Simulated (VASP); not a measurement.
Method: PBEsol GGA, VASP's PBE PAW potentials (set 64) (plane waves; VASP).

VASP ran on this input.

INCAR:
```
ALGO  =  Normal
EDIFF  =  1E-7
ENCUT  =  400
GGA  =  PS
ISIF  =  2
ISMEAR  =  -5
LASPH  =  .TRUE.
LCHARG  =  .TRUE.
LMAXMIX  =  6
LORBIT  =  11
LREAL  =  .FALSE.
LWAVE  =  .FALSE.
NEDOS  =  601
NELM  =  100
PREC  =  Accurate
SYSTEM  =  Tb
```

File POSCAR:
```
Tb
1
    0.0000000000     2.4656783971     2.4656783971
    2.4656783971     0.0000000000     2.4656783971
    2.4656783971     2.4656783971     0.0000000000
Tb
1
Direct
  0.0000000000   0.0000000000   0.0000000000
```

KPOINTS:
```
Automatic mesh
0
Gamma
14 14 14
0 0 0
```

POTCAR, in this order: Tb_3 (PBE.64 set). Program: vasp_std.

Output

**OUTCAR**
```
 ion  position               nearest neighbor table
   1  0.000  0.000  0.000-
  LATTYP: Found a face centered cubic cell.
 ALAT       =     4.9313567942
 Subroutine PRICEL returns:
 Original cell was already a primitive cell.
 Subroutine GETGRP returns: Found 48 space group operations
The static configuration has the point symmetry O_h .
The dynamic configuration has the point symmetry O_h .
 Subroutine INISYM returns: Found 48 space group operations
 Subroutine IBZKPT returns following result:
 Found    104 irreducible k-points:

 Following reciprocal coordinates:
            Coordinates               Weight
  0.000000  0.000000  0.000000      1.000000
  0.071429  0.000000  0.000000      8.000000
  0.142857  0.000000  0.000000      8.000000
  0.214286  0.000000  0.000000      8.000000
  0.285714  0.000000  0.000000      8.000000
  0.357143  0.000000  0.000000      8.000000
  0.428571  0.000000  0.000000      8.000000
  0.500000  0.000000  0.000000      4.000000
  0.071429  0.071429  0.000000      6.000000
  0.142857  0.071429  0.000000     24.000000
  0.214286  0.071429  0.000000     24.000000
  0.285714  0.071429  0.000000     24.000000
  0.357143  0.071429  0.000000     24.000000
  0.428571  0.071429  0.000000     24.000000
  0.500000  0.071429  0.000000     24.000000
 -0.428571  0.071429  0.000000     24.000000
 -0.357143  0.071429  0.000000     24.000000
 -0.285714  0.071429  0.000000     24.000000
 -0.214286  0.071429  0.000000     24.000000
 -0.142857  0.071429  0.000000     24.000000
 -0.071429  0.071429  0.000000     12.000000
  0.142857  0.142857  0.000000      6.000000
  0.214286  0.142857  0.000000     24.000000
  0.285714  0.142857  0.000000     24.000000
  0.357143  0.142857  0.000000     24.000000
...
```

File OSZICAR:
```
       N       E                     dE             d eps       ncg     rms          rms(c)
DAV:   1     0.258441811320E+01    0.25844E+01   -0.39655E+03  1672   0.747E+02
DAV:   2    -0.490145336005E+01   -0.74859E+01   -0.71282E+01  2656   0.797E+01
DAV:   3    -0.499386597888E+01   -0.92413E-01   -0.91918E-01  2200   0.644E+00
DAV:   4    -0.499412420543E+01   -0.25823E-03   -0.25442E-03  2648   0.331E-01
DAV:   5    -0.499412441145E+01   -0.20602E-06   -0.20468E-06  2144   0.652E-03    0.164E+01
DAV:   6    -0.499440341806E+01   -0.27901E-03   -0.12748E-02  1992   0.976E-01    0.984E+00
DAV:   7    -0.499889674115E+01   -0.44933E-02   -0.20582E-02  2000   0.124E+00    0.159E-01
DAV:   8    -0.499866916769E+01    0.22757E-03   -0.98909E-04  1848   0.271E-01    0.215E-02
DAV:   9    -0.499867323031E+01   -0.40626E-05   -0.36435E-05  2632   0.584E-02    0.111E-02
DAV:  10    -0.499867093562E+01    0.22947E-05   -0.30111E-06  1920   0.151E-02    0.108E-02
DAV:  11    -0.499867140867E+01   -0.47306E-06   -0.37918E-07  1896   0.516E-03    0.688E-04
DAV:  12    -0.499867143866E+01   -0.29981E-07   -0.11666E-08  1024   0.113E-03
   1 F= -.49986714E+01 E0= -.49986714E+01  d E =0.000000E+00
```

**OUTCAR**
```
------------------------ aborting loop because EDIFF is reached ----------------------------------------
  FORCE on cell =-STRESS in cart. coord.  units (eV):
  Direction    XX          YY          ZZ          XY          YZ          ZX
  --------------------------------------------------------------------------------------
  Total        0.0075599      0.0075599      0.0075599      0.0000000      0.0000000     -0.0000000
  in kB        0.4040082      0.4040082      0.4040082      0.0000000      0.0000000     -0.0000000
  external PRESSURE =       0.4040082 kB  Pullay stress =       0.0000000 kB
  volume of cell :       29.98
      direct lattice vectors                 reciprocal lattice vectors
     0.000000000  2.465678397  2.465678397    -0.202783948  0.202783948  0.202783948
     2.465678397  0.000000000  2.465678397     0.202783948 -0.202783948  0.202783948
     2.465678397  2.465678397  0.000000000     0.202783948  0.202783948 -0.202783948
 POSITION                                       TOTAL-FORCE (eV/Angst)
 -----------------------------------------------------------------------------------
      0.00000      0.00000      0.00000         0.000000      0.000000      0.000000
 -----------------------------------------------------------------------------------
    total drift:                               -0.000000      0.000000      0.000000
  FREE ENERGIE OF THE ION-ELECTRON SYSTEM (eV)
  ---------------------------------------------------
  free  energy   TOTEN  =        -4.9986714387 eV

  energy  without entropy=       -4.9986714387  energy(sigma->0) =       -4.99867144

 total charge

# of ion       s       p       d       tot
------------------------------------------
    1        0.415   6.301   1.210   7.925
```
(Selected blocks of OUTCAR.)

The 4f electrons are frozen in the core of the lanthanide potential, so 4f levels, which can set the real gap, and their magnetism are missing. For a metal the tetrahedron method with Blöchl corrections gives inexact stress and forces.

The structure was generated: Tb was put into the fcc type (Fm-3m), which need not be its known phase. It was relaxed first, which changed the volume by -6 %.
